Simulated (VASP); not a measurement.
W:

```
W
1.0
    -1.58234    1.58234    1.58234
     1.58234   -1.58234    1.58234
     1.58234    1.58234   -1.58234
W
1
Direct
  0.00000 0.00000 0.00000
```

```yaml
Program: VASP 6.6.1
Task: relaxation of cell and atoms
Functional: PBE
Potentials_or_basis: VASP PAW PBE potentials, release 64 (W_sv)
Cutoff: 520 eV
k_mesh: 18 × 18 × 18
Occupations: gaussian, width 0.1 eV
Spin: no spin polarisation
```

At the start: pressure 6.2 GPa; volume 15.85 Å³/atom.

How do energy, volume and symmetry change on relaxing?

Over 3 steps the energy falls by 5.9 meV/atom and the volume is 16.17 Å³/atom (+2.0 %); space group Im-3m (No. 229, to 0.05 Å).

Step by step:
| step | energy change (eV) | largest force (eV/Å) | pressure (GPa) | volume (Å³) |
| --- | --- | --- | --- | --- |
| 1 | 0.0000 | 0.0000 | 6.23 | 15.85 |
| 2 | 0.0625 | 0.0000 | -18.01 | 17.30 |
| 3 | -0.0059 | 0.0000 | -0.17 | 16.17 |

Final structure:
```
W
1.0
    -1.59294    1.59294    1.59294
     1.59294   -1.59294    1.59294
     1.59294    1.59294   -1.59294
W
1
Cartesian
  0.0000 0.0000 0.0000
```
